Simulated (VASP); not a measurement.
# MgC18 in VASP: further runs, part 2 of 2

VASP 6.6.1.

## (3) Single point, PBE

The input, INCAR:

```
ALGO = Normal ; EDIFF = 1E-6
ENCUT = 520 ; GGA = PE
ISIF = 2 ; ISMEAR = 0
LASPH = True ; LCHARG = True
LELF = True ; LREAL = Auto
LVHAR = True ; LWAVE = False
NBANDS = 52 ; NELM = 60
PREC = Accurate ; SIGMA = 0.02
```

The input, KPOINTS:

```
k-points
0
Gamma
  2 2 1
```

The input, POSCAR:

```
MgC18
1.0
    7.3980000000      0.0000000000      0.0000000000
   -3.6990000000      6.4068560000      0.0000000000
    0.0000000000      0.0000000000     11.0000000000
C Mg
18 1
Direct
   -0.0024575897      0.0017782513      0.0806702727
    0.2225083628      0.1142576015      0.0806802727
   -0.0004383795      0.3371919082      0.0806836364
    0.2204800656      0.4476484254      0.0806614545
   -0.0003737494      0.6684941881      0.0806612727
    0.2204293554      0.7789016953      0.0806872727
    0.3329057568      0.0038577424      0.0806686364
    0.5538192440      0.1143189421      0.0806756364
    0.3329571584      0.3351673582      0.0806853636
    0.5537556461      0.4455594132      0.0806724545
    0.3308763252      0.6684428369      0.0806864545
    0.5558367009      0.7809267135      0.0806719091
    0.6662933798      0.0018411527      0.0807060000
    0.8870838729      0.1122369537      0.0806842727
    0.6642154893      0.3351030521      0.0806751818
    0.8891645800      0.4475778760      0.0806847273
    0.6662329870      0.6705254496      0.0806767273
    0.8871457341      0.7809816547      0.0806827273
    0.7783408389      0.8884299881      0.4541496364
```

Potentials or basis: VASP PAW PBE potentials, release 64 (C, Mg).

Started as:

```console
> cat potpaw_PBE.64/C/POTCAR potpaw_PBE.64/Mg/POTCAR > POTCAR
> mpirun -np 1 vasp_std > vasp.out
```

OUTCAR:

```text
EDIFF = 1E-6
   ENCUT = 520
   GGA = PE
   ISIF = 2
   ISMEAR = 0
   LASPH = True
   LREAL = Auto
   NELM = 60
   PREC = Accurate

 ion  position               nearest neighbor table
   1  0.998  0.002  0.081-  18 1.41  14 1.42   2 1.44
   2  0.223  0.114  0.081-   7 1.41   9 1.42   1 1.44
   3  1.000  0.337  0.081-  16 1.41   4 1.42  14 1.44
   4  0.220  0.448  0.081-  11 1.41   3 1.42   9 1.44
   5  1.000  0.668  0.081-   6 1.41  16 1.42  18 1.44
   6  0.220  0.779  0.081-   5 1.41  11 1.42   7 1.44
[... 10 lines left out ...]
  17  0.666  0.671  0.081-  12 1.41  18 1.42  10 1.44
  18  0.887  0.781  0.081-   1 1.41  17 1.42   5 1.44
  19  0.778  0.888  0.454-

  LATTYP: Found a hexagonal cell.
 ALAT       =     7.3980000000
 C/A-ratio  =     1.4868883482

  Lattice vectors:

 A1 = (   7.3980000000,   0.0000000000,   0.0000000000)
 A2 = (  -3.6990000000,   6.4068560000,   0.0000000000)
 A3 = (   0.0000000000,   0.0000000000,  11.0000000000)

Analysis of symmetry for initial positions (statically):
=====================================================================
 Subroutine PRICEL returns:
 Original cell was already a primitive cell.

 Routine SETGRP: Setting up the symmetry group for a
 hexagonal supercell.

 Subroutine GETGRP returns: Found  1 space group operations
 (whereof  1 operations were pure point group operations)
 out of a pool of 24 trial point group operations.

The static configuration has the point symmetry C_1 .

Analysis of symmetry for dynamics (positions and initial velocities):
=====================================================================
 Subroutine PRICEL returns:
 Original cell was already a primitive cell.

 Routine SETGRP: Setting up the symmetry group for a
 hexagonal supercell.

 Subroutine GETGRP returns: Found  1 space group operations
 (whereof  1 operations were pure point group operations)
 out of a pool of 24 trial point group operations.

The dynamic configuration has the point symmetry C_1 .

 Subroutine INISYM returns: Found  1 space group operations
 (whereof  1 operations are pure point group operations),
 and found     1 'primitive' translations

----------------------------------------------------------------------------------------

                                     Primitive cell

  volume of cell :     521.3771

  direct lattice vectors                    reciprocal lattice vectors
     7.398000000  0.000000000  0.000000000     0.135171668  0.078041398  0.000000000
    -3.699000000  6.406856000  0.000000000     0.000000000  0.156082796  0.000000000
     0.000000000  0.000000000 11.000000000     0.000000000  0.000000000  0.090909091

  length of vectors
     7.398000000  7.398000054 11.000000000     0.156082797  0.156082796  0.090909091

  position of ions in fractional coordinates (direct lattice)
     0.997542410  0.001778251  0.080670273
     0.222508363  0.114257602  0.080680273
     0.999561621  0.337191908  0.080683636
     0.220480066  0.447648425  0.080661455
     0.999626251  0.668494188  0.080661273
     0.220429355  0.778901695  0.080687273
[... 11 lines left out ...]
     0.887145734  0.780981655  0.080682727
     0.778340839  0.888429988  0.454149636

  ion indices of the primitive-cell ions
   primitive index   ion index
                 1           1
[... 47 lines left out ...]
  0.000000  0.000000  0.000000      1.000000
  0.500000 -0.000000  0.000000      1.000000
  0.000000  0.500000  0.000000      1.000000
  0.500000  0.500000  0.000000      1.000000
   k-points           NKPTS =      4   k-points in BZ     NKDIM =      4   number of bands    NBANDS=     52
   number of dos      NEDOS =    301   number of ions     NIONS =     19
   total plane-waves  NPLWV = 263424
   dimension x,y,z NGX =    56 NGY =   56 NGZ =   84
   dimension x,y,z NGXF=   112 NGYF=  112 NGZF=  168
   ions per type =              18   1
   NGX,Y,Z   is equivalent  to a cutoff of  12.58, 12.58, 12.70 a.u.
   NGXF,Y,Z  is equivalent  to a cutoff of  25.17, 25.17, 25.39 a.u.
 SYSTEM =  unknown system
   PREC   = accura    normal or accurate (medium, high low for compatibility)
   ISTART =      0    job   : 0-new  1-cont  2-samecut
   ICHARG =      2    charge: 1-file 2-atom 10-const
   ISPIN  =      1    spin polarized calculation?
   LNONCOLLINEAR =      F non collinear calculations
   LSORBIT =      F    spin-orbit coupling
   LASPH  =      T    aspherical Exc in radial PAW
   ENCUT  =  520.0 eV  38.22 Ry    6.18 a.u.  13.76 13.76 20.45*2*pi/ulx,y,z
   NELM   =     60;   NELMIN=  2; NELMDL= -5     # of ELM steps
   EDIFF  = 0.1E-05   stopping-criterion for ELM
   LREAL  =      T    real-space projection
   EDIFFG = 0.1E-04   stopping-criterion for IOM
   NSW    =      0    number of steps for IOM
   IBRION =     -1    ionic relax: 0-MD 1-quasi-New 2-CG
   NFREE  =      0    steps in history (QN), initial steepest desc. (CG)
   ISIF   =      2    stress and relaxation
   ISYM   =      2    0-nonsym 1-usesym 2-fastsym
   POTIM  = 0.5000    time-step for ionic-motion
   TEBEG  =    0.0;   TEEND  =   0.0 temperature during run
   PSTRESS=    0.0 pullay stress
   NELECT =      74.0000    total number of electrons
   NUPDOWN=      -1.0000    fix difference up-down
   EMIN   =  10.00;   EMAX   =-10.00  energy-range for DOS
   EFERMI =   0.00;   METHOD = LEGACY
   ISMEAR =     0;   SIGMA  =   0.02  broadening in eV -4-tet -1-fermi 0-gaus
   EFERMI_NEDOS =   21; number of points for ismear=-14 and -15
   IALGO  =     38    algorithm
   IMIX   =      4    mixing-type and parameters
     AMIX     =   0.40;   BMIX     =  1.00
     AMIX_MAG =   1.60;   BMIX_MAG =  1.00
  volume/ion in A,a.u.               =      27.44       185.18
  Fermi-wavevector in a.u.,A,eV,Ry     =   0.853955  1.613740  9.921890  0.729238
  Thomas-Fermi vector in A             =   1.970477
   LORBIT       =      0    0 simple, 1 ext, 2 COOP (PROOUT), +10 PAW based schemes
   GGA     = PE    functional components
   LHFCALC =     F    Hartree Fock is set to
   AEXX    =    0.0000 exact exchange contribution
   IVDW    =     0    specifies the selected vdW correction
   LEPSILON=     F    determine dielectric tensor
   LRPA    =     F    only Hartree local field effects (RPA)
 non-spin polarized calculation
 Gauss-broadening in eV      SIGMA  =   0.02
  energy-cutoff  :      520.00
  volume of cell :      521.38
 maximum number of plane-waves:     14099
 NGX is ok and might be reduce to    56
   NGX = 27   NGY = 27   NGZ = 41

 number of electron      74.0000004 magnetization

 Free energy of the ion-electron system (eV)
  ---------------------------------------------------
  ext. energy  EPLUGINS =         0.00000000
  ---------------------------------------------------
  free energy    TOTEN  =      -165.65257643 eV

  energy without entropy =     -165.65257643  energy(sigma->0) =     -165.65257643

 E-fermi :  -1.2045     XC(G=0):  -4.8695

 val. band max:       -1.3083211053   @ k =   0.0000   0.0000   0.0000
 cond. band min:      -1.0873709058   @ k =   0.0000   0.0000   0.0000
 fundamental gap:      0.2209501995
 Fermi energy:        -1.2044537956

 k-point     1 :       0.0000    0.0000    0.0000
  band No.  band energies     occupation
      1     -20.7204      2.00000
      2     -18.2246      2.00000
      3     -18.2200      2.00000
      4     -18.0948      2.00000
      5     -18.0941      2.00000
      6     -18.0901      2.00000
[... 197 lines left out ...]
     48       3.7583      0.00000
     49       3.8941      0.00000
 [bands above 49 left out]

------------------------ aborting loop because EDIFF is reached ----------------------------------------

  FORCE on cell =-STRESS in cart. coord.  units (eV):
  Direction    XX          YY          ZZ          XY          YZ          ZX
  --------------------------------------------------------------------------------------
  -------------------------------------------------------------------------------------
  Total        1.6204346      1.6210902     -0.2307904      0.0000964     -0.0019936     -0.0066475
  in kB        4.9795503      4.9815650     -0.7092124      0.0002961     -0.0061262     -0.0204276
  external PRESSURE =       3.0839676 kB  Pullay stress =       0.0000000 kB

 VOLUME and BASIS-vectors are now :
 -----------------------------------------------------------------------------
  energy-cutoff  :      520.00
  volume of cell :      521.38
      direct lattice vectors                 reciprocal lattice vectors
     7.398000000  0.000000000  0.000000000     0.135171668  0.078041398  0.000000000
    -3.699000000  6.406856000  0.000000000     0.000000000  0.156082796  0.000000000
     0.000000000  0.000000000 11.000000000     0.000000000  0.000000000  0.090909091

 POSITION                                       TOTAL-FORCE (eV/Angst)
 -----------------------------------------------------------------------------------
      7.37324      0.01139      0.88737         0.007959      0.004706      0.001460
      1.22348      0.73203      0.88748        -0.002509     -0.004975     -0.004485
      6.14748      2.16034      0.88752         0.008396     -0.003054     -0.004273
     -0.02474      2.86802      0.88728         0.007354      0.000616      0.006531
      4.92248      4.28295      0.88727         0.001206      0.003737     -0.000585
     -1.25042      4.99031      0.88756        -0.002861     -0.000377     -0.001454
[... 11 lines left out ...]
      3.67425      5.00364      0.88751         0.010012     -0.009318     -0.002221
      2.47186      5.69204      4.99565         0.000194      0.000352      0.001617
 -----------------------------------------------------------------------------------
    total drift:                               -0.002031     -0.001078     -0.025423

  FREE ENERGIE OF THE ION-ELECTRON SYSTEM (eV)
  ---------------------------------------------------
  free  energy   TOTEN  =      -165.6525764264 eV

  energy  without entropy=     -165.6525764264  energy(sigma->0) =     -165.65257643
```

Run time: 3.1 min. Hardware: 1 thread of Intel Xeon Platinum 8559C (Emerald Rapids), shared host; peak memory 0.56 GiB.

What came out:

- Free energy: -165.6526 eV
- Largest force: 0.016 eV/Å
- Band gap on the k mesh: 0.22 eV, direct

Forces in eV/Å, atoms in the order of the input:
```
C    0.008  0.005  0.001
C   -0.003 -0.005 -0.004
C    0.008 -0.003 -0.004
C    0.007  0.001  0.007
C    0.001  0.004 -0.001
C   -0.003  0.000 -0.001
C    0.002 -0.009 -0.001
C   -0.004 -0.004  0.000
C   -0.003  0.003  0.001
C    0.001  0.004 -0.002
C   -0.004  0.008 -0.005
C   -0.013 -0.007  0.007
C   -0.008  0.004 -0.002
C    0.002  0.010  0.003
C    0.002  0.007  0.005
C   -0.002  0.005 -0.001
C   -0.003 -0.013  0.000
C    0.010 -0.009 -0.002
Mg   0.000  0.000  0.002
```

Caveat: the k mesh is coarse (spacing up to 0.49 Å⁻¹), so the values aren't converged.
